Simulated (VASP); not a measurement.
Level of theory: PBE GGA, VASP's PBE PAW potentials (set 64) (plane waves; VASP).

VASP ran on this input.

POSCAR:
```
Gd
1
    1.8091107096    -3.1334714476     0.0000000000
    1.8091107096     3.1334714476     0.0000000000
    0.0000000000     0.0000000000     5.6529678849
Gd
2
Direct
  0.3333330000   0.6666670000   0.2500000000
  0.6666670000   0.3333330000   0.7500000000
```

**INCAR**
```
EDIFF=1E-7   ! SCF stop (eV)
SYSTEM=Gd
SIGMA=0.1
ISIF=2
ALGO=Normal   ! blocked Davidson
LWAVE=.FALSE.
ENCUT=480   ! plane-wave cut-off (eV)
ISMEAR=1
GGA=PE   ! PBE
LREAL=.FALSE.
LMAXMIX=6
LCHARG=.FALSE.
NELM=100   ! most electronic steps
PREC=Accurate
LASPH=.TRUE.   ! aspherical one-centre terms
```

KPOINTS:
```
Automatic mesh
0
Gamma
10 10 6
0 0 0
```

POTCAR, in this order: Gd_3 (PBE.64 set). Program: vasp_std.

The 4f electrons are frozen in the core of the lanthanide potential, so 4f levels, which can set the real gap, and their magnetism are missing.

Task: Predict the energy per atom (σ→0), pressure, band gap (on the k-mesh).

Result: 
The energy per atom (σ→0) is -441.8 kJ/mol of atoms and the band gap (on the k-mesh) is none (metal, semimetal or under 0.01 eV). The pressure comes out as 1.21 GPa.

### OSZICAR
```
...
DAV:   6    -0.914883117592E+01   -0.15131E-02   -0.21204E-02  1641   0.118E+00    0.139E+01
DAV:   7    -0.915760630534E+01   -0.87751E-02   -0.38457E-02  1581   0.159E+00    0.215E-01
DAV:   8    -0.915728503606E+01    0.32127E-03   -0.21990E-03  1701   0.352E-01    0.609E-02
DAV:   9    -0.915729325392E+01   -0.82179E-05   -0.21772E-04  1860   0.109E-01    0.362E-02
DAV:  10    -0.915728761186E+01    0.56421E-05   -0.30979E-05  1747   0.396E-02    0.413E-02
DAV:  11    -0.915728925824E+01   -0.16464E-05   -0.50692E-06  1621   0.162E-02    0.352E-03
DAV:  12    -0.915728935785E+01   -0.99612E-07   -0.29436E-07  1772   0.375E-03
   1 F= -.91572894E+01 E0= -.91580605E+01  d E =0.231354E-02
```

The compound is Gd in the hcp structure. This cell was strained or had an atom moved on purpose.
